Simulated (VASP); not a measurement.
Computed with PBE GGA + U (Dudarev), VASP's PBE PAW potentials (set 64) (plane waves; VASP 6.6.1).

A VASP calculation is set up with these files.

**POSCAR**
```
CuAu
1
    2.8000000000     0.0000000000     0.0000000000
    0.0000000000     2.8000000000     0.0000000000
    0.0000000000     0.0000000000     3.6700000000
Cu Au
1 1
Direct
  0.0000000000   0.0000000000   0.0000000000
  0.5000000000   0.5000000000   0.5000000000
```

### INCAR
```
# general
SYSTEM   =CuAu
PREC     =Accurate
ENCUT    =400
LREAL    =.FALSE.
LASPH    =.TRUE.

# electronic loop
EDIFF    =1E-6
NELM     =100
ALGO     =Normal
LMAXMIX  =6

# smearing
ISMEAR   =1
SIGMA    =0.1

# functional
GGA      =PE

# DFT+U
LDAU     =.TRUE.
LDAUTYPE =2
LDAUL    =2 -1
LDAUU    =2.0 0
LDAUJ    =0 0
LDAUPRINT=1

# ions
ISIF     =2

# output
LWAVE    =.FALSE.
LCHARG   =.FALSE.
LORBIT   =10
```

**KPOINTS**
```
Automatic mesh
0
Gamma
12 12 9
0 0 0
```

POTCAR, in this order: Cu Au (PBE.64 set). Program: vasp_std.

Unless said otherwise, spin-orbit coupling is left out, though it shifts the bands of the heavy elements here.

Problem. Estimate the energy per atom (σ→0), pressure, band gap (on the k-mesh).

Solution. 
The energy per atom (σ→0) is -3183 meV/atom and the band gap (on the k-mesh) comes out as none (metal, semimetal or under 0.01 eV). The pressure is 5.70 GPa.

### OSZICAR
```
...
DAV:   7    -0.644640738063E+01    0.20383E-01   -0.11782E+00  5407   0.494E+01    0.541E+00
DAV:   8    -0.637082007737E+01    0.75587E-01   -0.26177E-01  5023   0.178E+01    0.270E+00
DAV:   9    -0.636568089698E+01    0.51392E-02   -0.10585E-02  6380   0.150E+00    0.137E-01
DAV:  10    -0.636554009832E+01    0.14080E-03   -0.13455E-03  5668   0.749E-01    0.676E-02
DAV:  11    -0.636553540103E+01    0.46973E-05   -0.70522E-05  6479   0.225E-01    0.182E-02
DAV:  12    -0.636553393163E+01    0.14694E-05   -0.18743E-06  3439   0.159E-02    0.175E-03
DAV:  13    -0.636553388506E+01    0.46563E-07   -0.25388E-07  2667   0.102E-02
   1 F= -.63655339E+01 E0= -.63653831E+01  d E =-.452364E-03
```

The compound is CuAu in the L1_0 structure. The cell was not relaxed at this level. The run is one of a series of settings (LDAU = .TRUE., LDAUJ = 0 0, LDAUL = 2 -1, LDAUTYPE = 2, LDAUU = 2.0 0 against the base run), some of them coarse on purpose.
